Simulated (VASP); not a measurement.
Write the native input for VASP 6.6.1 that does the following.

| Item | Value |
| --- | --- |
| Task | single point |
| Functional | PBE |
| Potentials or basis | VASP PAW PBE potentials, release 64 (Lu, Al, N) |
| Cutoff | 520 eV |
| k mesh | 7 × 5 × 4 |
| Occupations | gaussian, width 0.15 eV |
| Spin | no spin polarisation |
| Further INCAR settings | PREC = Normal; LREAL = Auto; ALGO = Fast; EDIFF = 1e-05; NBANDS = 59 |

The structure of Lu3AlN4 lies in POSCAR:

```
Lu3AlN4
1.0
    3.2617200000      0.0000000000      0.0000000000
    0.0000000000      4.7028000000      0.0000000000
    0.0000000000      0.0000000000      6.5215700000
Lu Al N
3 1 4
Direct
    0.5000000000      0.5000000000      0.2420490000
    0.0000000000      0.0000000000      0.5000000000
    0.5000000000      0.5000000000      0.7579510000
    0.0000000000      0.0000000000      0.0000000000
    0.0000000000      0.5000000000      0.5000000000
    0.5000000000      0.0000000000      0.7723660000
    0.0000000000      0.5000000000      0.0000000000
    0.5000000000      0.0000000000      0.2276340000
```

The cell was built by a generator and needn't be a form met in nature.

The input as run:

INCAR

```
PREC     = Normal         # precision mode
ENCUT    = 520            # plane-wave cutoff, eV
EDIFF    = 1E-5           # SCF threshold, eV
ISMEAR   = 0              # smearing method
SIGMA    = 0.15           # smearing width, eV
LREAL    = Auto         
LASPH    = True           # aspherical terms in the spheres
NELM     = 80             # most SCF steps
ALGO     = Fast           # electronic algorithm
ISIF     = 2              # what is computed and relaxed
LWAVE    = False          # write WAVECAR
LCHARG   = False          # write CHGCAR
GGA      = PE             # functional
NBANDS   = 59             # bands
```

KPOINTS

```
Automatic mesh
0
Gamma
  7 5 4
```

Potentials or basis: VASP PAW PBE potentials, release 64 (Lu, Al, N).

Launch:

```console
$ cat potpaw_PBE.64/Lu/POTCAR potpaw_PBE.64/Al/POTCAR potpaw_PBE.64/N/POTCAR > POTCAR
$ mpirun -np 1 vasp_std > vasp.out
```

Results of the run:

| Item | Value |
| --- | --- |
| Pressure | 0.1 GPa |
| Largest force | 0.011 eV/Å |
| Band gap on the k mesh | 0.22 eV, direct |

Caveat: spin-orbit coupling is left out, which moves the levels of the heavy elements; an odd mesh through Γ misses points on the zone boundary, where band edges often lie.

Wall time 8.3 min on 1 thread of Intel(R) Xeon(R) Platinum 8488C (Sapphire Rapids), on a shared host, peak memory 0.24 GiB.
